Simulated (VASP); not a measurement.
# SiB2 (R3m) in VASP: a series of runs

Runs on SiB2. Level: PBE. Tasks: equation of state.

Program: VASP 6.6.1. These are calculated values, not measurements. Logs are shortened: lines on timing, memory, paths and dates and some standing lists are left out, and cuts for length are marked.

## Step 1: The structure

It takes space group R3m (No. 160, trigonal). Conventional cell: a = 6.386 Å, b = 6.386 Å, c = 13.615 Å, α = 90.00°, β = 90.00°, γ = 120.00°. Si (site symmetry 3m) has 3 B at 2.07 Å as nearest neighbours. Around Si (site symmetry 3m) lie 4 B at 1.98 to 2.07 Å. Around Si (site symmetry m) lie 4 B at 2.05 to 2.20 Å. B (site symmetry m) is surrounded by 4 B at 1.71 to 1.85 Å. B (site symmetry m) has 3 B at 1.76 to 1.85 Å and 1 Si at 1.98 Å as nearest neighbours. Around B (site symmetry 3m) lie 4 Si at 2.07 to 2.10 Å. B (site symmetry m) has 5 B at 1.68 to 1.76 Å as nearest neighbours.

The cell was built by a generator and needn't be a form met in nature.

## Step 2: Equation of state, PBE, 10.69 Å³/atom

Contents of INCAR:

```
  PREC = Accurate
  ENCUT = 520
  EDIFF = 1E-6
  ISMEAR = 0
  SIGMA = 0.1
  LREAL = False
  LASPH = True
  NELM = 100
  ALGO = Normal
  ISIF = 4
  LWAVE = False
  LCHARG = False
  GGA = PE
  IBRION = 2
  NSW = 30
  EDIFFG = -0.02
  KPAR = 4
```

Contents of KPOINTS:

```
regular mesh
0
Gamma
  6 6 6
```

Contents of POSCAR:

```
SiB2
1.0
    3.1929500000      1.8434500000      4.5384400000
   -3.1929500000      1.8434500000      4.5384400000
    0.0000000000     -3.6869010000      4.5384400000
Si B
5 10
Direct
    0.7325760000      0.7325760000      0.7325760000
    0.3414220000      0.3414220000      0.3414220000
    0.7237610000      0.1862260000      0.7237610000
    0.7237610000      0.7237610000      0.1862260000
    0.1862260000      0.7237610000      0.7237610000
    0.8758880000      0.3328910000      0.8758880000
    0.3328910000      0.8758880000      0.8758880000
    0.8758880000      0.8758880000      0.3328910000
    0.1366360000      0.6610290000      0.1366360000
    0.1366360000      0.1366360000      0.6610290000
    0.6610290000      0.1366360000      0.1366360000
    0.4935340000      0.4935340000      0.4935340000
    0.1810760000      0.1810760000      0.9186250000
    0.9186250000      0.1810760000      0.1810760000
    0.1810760000      0.9186250000      0.1810760000
```

Potentials or basis: VASP PAW PBE potentials, release 64 (Si, B).

The run is started by

```bash
$ cat potpaw_PBE.64/Si/POTCAR potpaw_PBE.64/B/POTCAR > POTCAR
$ mpirun -np 4 vasp_std > vasp.out
```

OUTCAR:

```text
PREC = Accurate
   ENCUT = 520
   EDIFF = 1E-6
   ISMEAR = 0
   LREAL = False
   LASPH = True
   NELM = 100
   ISIF = 4
   GGA = PE
   IBRION = 2
   NSW = 30
   EDIFFG = -0.02

 ion  position               nearest neighbor table
   1  0.733  0.733  0.733-   8 2.07   7 2.07   6 2.07   5 2.61   3 2.61   4 2.61
   2  0.341  0.341  0.341-  10 1.98   9 1.98  11 1.98  12 2.07
   3  0.724  0.186  0.724-   6 2.05  12 2.10  10 2.20  11 2.20   1 2.61   4 2.95   5 2.95
   4  0.724  0.724  0.186-   8 2.05  12 2.10  11 2.20   9 2.20   1 2.61   3 2.95   5 2.95
   5  0.186  0.724  0.724-   7 2.05  12 2.10  10 2.20   9 2.20   1 2.61   4 2.95   3 2.95
   6  0.876  0.333  0.876-  14 1.71  13 1.71  11 1.85  10 1.85   3 2.05   1 2.07
   7  0.333  0.876  0.876-  15 1.71  13 1.71   9 1.85  10 1.85   5 2.05   1 2.07
   8  0.876  0.876  0.333-  14 1.71  15 1.71   9 1.85  11 1.85   4 2.05   1 2.07
   9  0.137  0.661  0.137-  15 1.76   7 1.85   8 1.85   2 1.98   5 2.20   4 2.20
  10  0.137  0.137  0.661-  13 1.76   7 1.85   6 1.85   2 1.98   5 2.20   3 2.20
  11  0.661  0.137  0.137-  14 1.76   6 1.85   8 1.85   2 1.98   3 2.20   4 2.20
  12  0.494  0.494  0.494-   2 2.07   4 2.10   3 2.10   5 2.10
  13  0.181  0.181  0.919-  14 1.68  15 1.68   6 1.71   7 1.71  10 1.76
  14  0.919  0.181  0.181-  13 1.68  15 1.68   8 1.71   6 1.71  11 1.76
  15  0.181  0.919  0.181-  13 1.68  14 1.68   8 1.71   7 1.71   9 1.76

  LATTYP: Found a trigonal (rhomboedric) cell.
 ALAT       =     5.8472793023
 COS(alpha) =     0.4036426814

  Lattice vectors:

 A1 = (   3.1929500000,   1.8434500000,   4.5384400000)
 A2 = (  -3.1929500000,   1.8434500000,   4.5384400000)
 A3 = (   0.0000000000,  -3.6869010000,   4.5384400000)

Analysis of symmetry for initial positions (statically):
=====================================================================
 Subroutine PRICEL returns:
 Original cell was already a primitive cell.

 Routine SETGRP: Setting up the symmetry group for a
 trigonal (rhombohedral) supercell.

 Subroutine GETGRP returns: Found  6 space group operations
 (whereof  6 operations were pure point group operations)
 out of a pool of 12 trial point group operations.

The static configuration has the point symmetry C_3v.

Analysis of symmetry for dynamics (positions and initial velocities):
=====================================================================
 Subroutine PRICEL returns:
 Original cell was already a primitive cell.

 Routine SETGRP: Setting up the symmetry group for a
 trigonal (rhombohedral) supercell.

 Subroutine GETGRP returns: Found  6 space group operations
 (whereof  6 operations were pure point group operations)
 out of a pool of 12 trial point group operations.

The dynamic configuration has the point symmetry C_3v.

 Subroutine INISYM returns: Found  6 space group operations
 (whereof  6 operations are pure point group operations),
 and found     1 'primitive' translations

----------------------------------------------------------------------------------------

                                     Primitive cell

  volume of cell :     160.2808

  direct lattice vectors                    reciprocal lattice vectors
     3.192950000  1.843450000  4.538440000     0.156594998  0.090410175  0.073446683
    -3.192950000  1.843450000  4.538440000    -0.156594998  0.090410175  0.073446683
     0.000000000 -3.686901000  4.538440000     0.000000000 -0.180820349  0.073446663

  length of vectors
     5.847279302  5.847279302  5.847279420     0.195167642  0.195167642  0.195167649

  position of ions in fractional coordinates (direct lattice)
     0.732576000  0.732576000  0.732576000
     0.341422000  0.341422000  0.341422000
     0.723761000  0.186226000  0.723761000
     0.723761000  0.723761000  0.186226000
     0.186226000  0.723761000  0.723761000
     0.875888000  0.332891000  0.875888000
     0.332891000  0.875888000  0.875888000
     0.875888000  0.875888000  0.332891000
     0.136636000  0.661029000  0.136636000
     0.136636000  0.136636000  0.661029000
     0.661029000  0.136636000  0.136636000
     0.493534000  0.493534000  0.493534000
     0.181076000  0.181076000  0.918625000
     0.918625000  0.181076000  0.181076000
     0.181076000  0.918625000  0.181076000

  ion indices of the primitive-cell ions
   primitive index   ion index
                 1           1
                 2           2
                 3           3
                 4           4
                 5           5
                 6           6
                 7           7
                 8           8
                 9           9
                10          10
                11          11
                12          12
                13          13
                14          14
                15          15

----------------------------------------------------------------------------------------

 KPOINTS: regular mesh

Automatic generation of k-mesh.
 Grid dimensions read from file:
 generate k-points for:    6    6    6

 Generating k-lattice:

  Cartesian coordinates                     Fractional coordinates (reciprocal lattice)
     0.026099166  0.015068362  0.012241114     0.166666667 -0.000000000 -0.000000000
    -0.026099166  0.015068362  0.012241114    -0.000000000  0.166666667 -0.000000000
     0.000000000 -0.030136725  0.012241110     0.000000000  0.000000000  0.166666667

  Length of vectors
     0.032527940  0.032527940  0.032527941

  Shift w.r.t. Gamma in fractional coordinates (k-lattice)
     0.000000000  0.000000000  0.000000000

 Subroutine IBZKPT returns following result:
 ===========================================

 Found     32 irreducible k-points:

 Following reciprocal coordinates:
            Coordinates               Weight
  0.000000  0.000000  0.000000      1.000000
  0.166667 -0.000000  0.000000      6.000000
  0.333333  0.000000  0.000000      6.000000
  0.500000 -0.000000  0.000000      3.000000
  0.166667  0.166667  0.000000      6.000000
  0.333333  0.166667  0.000000     12.000000
[... 16 lines left out ...]
  0.500000  0.500000  0.166667      6.000000
 -0.333333  0.500000  0.166667     12.000000
 [... further k-points ...]
   k-points           NKPTS =     32   k-points in BZ     NKDIM =     32   number of bands    NBANDS=     33
   number of dos      NEDOS =    301   number of ions     NIONS =     15
   total plane-waves  NPLWV = 110592
   dimension x,y,z NGX =    48 NGY =   48 NGZ =   48
   dimension x,y,z NGXF=    96 NGYF=   96 NGZF=   96
   ions per type =               5  10
   NGX,Y,Z   is equivalent  to a cutoff of  13.65, 13.65, 13.65 a.u.
   NGXF,Y,Z  is equivalent  to a cutoff of  27.29, 27.29, 27.29 a.u.
 SYSTEM =  unknown system
   PREC   = accura    normal or accurate (medium, high low for compatibility)
   ISTART =      0    job   : 0-new  1-cont  2-samecut
   ICHARG =      2    charge: 1-file 2-atom 10-const
   ISPIN  =      1    spin polarized calculation?
   LNONCOLLINEAR =      F non collinear calculations
   LSORBIT =      F    spin-orbit coupling
   LASPH  =      T    aspherical Exc in radial PAW
   ENCUT  =  520.0 eV  38.22 Ry    6.18 a.u.  10.87 10.87 10.87*2*pi/ulx,y,z
   NELM   =    100;   NELMIN=  2; NELMDL= -5     # of ELM steps
   EDIFF  = 0.1E-05   stopping-criterion for ELM
   LREAL  =      F    real-space projection
   EDIFFG = -.2E-01   stopping-criterion for IOM
   NSW    =     30    number of steps for IOM
   IBRION =      2    ionic relax: 0-MD 1-quasi-New 2-CG
   NFREE  =      1    steps in history (QN), initial steepest desc. (CG)
   ISIF   =      4    stress and relaxation
   ISYM   =      2    0-nonsym 1-usesym 2-fastsym
   POTIM  = 0.5000    time-step for ionic-motion
   TEBEG  =    0.0;   TEEND  =   0.0 temperature during run
   PSTRESS=    0.0 pullay stress
   NELECT =      50.0000    total number of electrons
   NUPDOWN=      -1.0000    fix difference up-down
   EMIN   =  10.00;   EMAX   =-10.00  energy-range for DOS
   EFERMI =   0.00;   METHOD = LEGACY
   ISMEAR =     0;   SIGMA  =   0.10  broadening in eV -4-tet -1-fermi 0-gaus
   EFERMI_NEDOS =   21; number of points for ismear=-14 and -15
   IALGO  =     38    algorithm
   IMIX   =      4    mixing-type and parameters
     AMIX     =   0.40;   BMIX     =  1.00
     AMIX_MAG =   1.60;   BMIX_MAG =  1.00
  volume/ion in A,a.u.               =      10.69        72.11
  Fermi-wavevector in a.u.,A,eV,Ry     =   1.110293  2.098150 16.772597  1.232751
  Thomas-Fermi vector in A             =   2.246843
   LORBIT       =      0    0 simple, 1 ext, 2 COOP (PROOUT), +10 PAW based schemes
   GGA     = PE    functional components
   LHFCALC =     F    Hartree Fock is set to
   AEXX    =    0.0000 exact exchange contribution
   IVDW    =     0    specifies the selected vdW correction
   LEPSILON=     F    determine dielectric tensor
   LRPA    =     F    only Hartree local field effects (RPA)
 conjugate gradient relaxation of ions
 non-spin polarized calculation
 Gauss-broadening in eV      SIGMA  =   0.10
  energy-cutoff  :      520.00
  volume of cell :      160.28
 maximum number of plane-waves:      4354
 NGX is ok and might be reduce to    48
   NGX = 21   NGY = 21   NGZ = 21

 number of electron      50.0000000 magnetization

 Free energy of the ion-electron system (eV)
  ---------------------------------------------------
  ext. energy  EPLUGINS =         0.00000000
  ---------------------------------------------------
  free energy    TOTEN  =       -87.97936740 eV

  energy without entropy =      -87.96538906  energy(sigma->0) =      -87.97237823

 E-fermi :   6.7259     XC(G=0): -10.8570

 val. band max:        6.7225401454   @ k =   0.5000   0.5000   0.3333
 cond. band min:       6.7685124572   @ k =  -0.3333   0.3333   0.0000
 fundamental gap:      0.0459723117
 Fermi energy:         6.7259124791

 k-point     1 :       0.0000    0.0000    0.0000
  band No.  band energies     occupation
      1      -8.6171      2.00000
      2      -4.7668      2.00000
      3      -4.6154      2.00000
      4      -4.6154      2.00000
      5      -2.2686      2.00000
      6      -1.8775      2.00000
[... 25 lines left out ...]
     32      10.4179      0.00000
     33      10.9683      0.00000

 k-point     2 :       0.1667   -0.0000    0.0000
  band No.  band energies     occupation
      1      -8.5570      2.00000
      2      -5.2686      2.00000
      3      -4.6227      2.00000
      4      -4.2615      2.00000
      5      -2.5247      2.00000
      6      -2.1544      2.00000
[... 25 lines left out ...]
     32      10.5590      0.00000
     33      10.5843      0.00000
[... 754 lines left out ...]
     32      10.2814      0.00000
     33      10.6377      0.00000

 k-point    24 :      -0.3333    0.5000    0.1667
  band No.  band energies     occupation
      1      -8.2329      2.00000
      2      -5.5698      2.00000
      3      -5.2465      2.00000
      4      -4.5262      2.00000
      5      -3.4641      2.00000
      6      -2.4537      2.00000
[... 25 lines left out ...]
     32      10.2930      0.00000
     33      10.6675      0.00000

 [... further k-points ...]
[... 5 lines left out ...]
  --------------------------------------------------------------------------------------
  -------------------------------------------------------------------------------------
  Total       -0.0061391     -0.0061391      0.0040286      0.0000000     -0.0000000      0.0000000
  in kB       -0.0613666     -0.0613666      0.0402704      0.0000000     -0.0000000      0.0000000
  external PRESSURE =      -0.0274876 kB  Pullay stress =       0.0000000 kB

 VOLUME and BASIS-vectors are now :
 -----------------------------------------------------------------------------
  energy-cutoff  :      520.00
  volume of cell :      160.28
      direct lattice vectors                 reciprocal lattice vectors
     3.192950000  1.843450000  4.538440000     0.156594998  0.090410175  0.073446683
    -3.192950000  1.843450000  4.538440000    -0.156594998  0.090410175  0.073446683
     0.000000000 -3.686901000  4.538440000     0.000000000 -0.180820349  0.073446663

 POSITION                                       TOTAL-FORCE (eV/Angst)
 -----------------------------------------------------------------------------------
      0.00000     -0.00000      9.97426        -0.000000     -0.000000      0.002747
      0.00000     -0.00000      4.64857        -0.000000      0.000000     -0.003478
      1.71632     -0.99092      7.41467        -0.002401      0.001386      0.001966
      0.00000      1.98184      7.41467        -0.000000     -0.002773      0.001966
     -1.71632     -0.99092      7.41467         0.002401      0.001386      0.001966
      1.73376     -1.00099      9.46114        -0.000710      0.000410      0.001266
     -1.73376     -1.00099      9.46114         0.000710      0.000410      0.001266
      0.00000      2.00198      9.46114        -0.000000     -0.000820      0.001266
     -1.67436      0.96669      4.24027         0.000006     -0.000003     -0.001138
      0.00000     -1.93339      4.24027        -0.000000      0.000006     -0.001138
      1.67436      0.96669      4.24027        -0.000006     -0.000003     -0.001138
      0.00000     -0.00000      6.71962        -0.000000      0.000000     -0.004577
      0.00000     -2.71927      5.81273        -0.000000     -0.000407     -0.000325
      2.35496      1.35963      5.81273         0.000353      0.000204     -0.000325
     -2.35496      1.35963      5.81273        -0.000353      0.000204     -0.000325
 -----------------------------------------------------------------------------------
    total drift:                               -0.000000     -0.000008     -0.000212

  FREE ENERGIE OF THE ION-ELECTRON SYSTEM (eV)
  ---------------------------------------------------
  free  energy   TOTEN  =       -87.9793674045 eV

  energy  without entropy=      -87.9653890575  energy(sigma->0) =      -87.97237823

 reached required accuracy - stopping structural energy minimisation
```

It took 94 s on 4 MPI ranks of AMD EPYC 7R43 (Zen 3), shared host; peak memory 0.35 GiB.

Results:

| Property | Result |
| --- | --- |
| Free energy | -87.9794 eV |
| Pressure | 0.0 GPa |
| Largest force | 0.005 eV/Å |
| Band gap on the k mesh | none (metal or under the smearing width) |

[end of part 1 of 2]
